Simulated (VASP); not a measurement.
Method: PBE GGA, VASP's PBE PAW potentials (set 64) (plane waves; VASP).

VASP input:

KPOINTS:
```
Automatic mesh
0
Gamma
11 11 3
0 0 0
```

INCAR:
```
ALGO=Normal
EDIFF=1E-7
ENCUT=400
GGA=PE
ISIF=2
ISMEAR=-5
LASPH=.TRUE.
LCHARG=.TRUE.
LEFG=.TRUE.
LMAXMIX=6
LORBIT=11
LREAL=.FALSE.
LWAVE=.FALSE.
NEDOS=601
NELM=100
PREC=Accurate
SYSTEM=La
```

### POSCAR
```
La
24.1285480
  0.0782146148  -0.1354716963   0.0000000000
  0.0782146148   0.1354716963   0.0000000000
  0.0000000000   0.0000000000   0.5000000034
La
4
Cart
  0.0782146148  -0.1354716963   0.2500000017
  0.0782146148  -0.1354716963   0.0000000000
  0.0782146148   0.0451573224   0.1250000009
  0.0782146148  -0.0451573224   0.3750000026
```

POTCAR, in this order: La (PBE.64 set). Program: vasp_std.

Question: What will the output report for the number of irreducible k-points (NKPTS), number of bands (NBANDS), largest plane-wave count, number of space-group operations, FFT grid (NGX, NGY, NGZ)?

Answer: 
```
Quantity                                       Value
--------------------------------------  ------------
number of irreducible k-points (NKPTS)            32
number of bands (NBANDS)                          26
largest plane-wave count                        2739
number of space-group operations                  24
FFT grid (NGX, NGY, NGZ)                28 × 28 × 80
```

The compound is La in the dhcp structure. It was relaxed first.
